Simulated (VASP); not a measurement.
```
CELL_PARAMETERS angstrom
      3.45569     0.00000     0.00000
      0.00000     3.45569     0.00000
      0.00000     0.00000     3.45569
ATOMIC_POSITIONS crystal
  Si 0.00000 0.00000 0.00000
  Ni 0.00000 0.50000 0.50000
  Ni 0.50000 0.00000 0.50000
  Ni 0.50000 0.50000 0.00000
```

Calculation: revTPSS meta-GGA, VASP's PBE PAW potentials (set 64) (plane waves; VASP). Settings: 520 eV cut-off, 10×10×10 Γ-centred mesh, tetrahedra with Blöchl corrections, potentials Si Ni.

Task: Predict the energy per atom (σ→0), band gap (over mesh and band path) with the smallest direct gap where there is one.

Result: 
| Item | Value |
|---|---|
| band gap (over mesh and band path) | none (metal, semimetal or under 0.01 eV) |
| energy per atom (σ→0) | -3.516 eV/atom |

The compound is Ni3Si in the L1_2 structure. It was relaxed first. The run is not spin-polarised, so no magnetic state was tried.
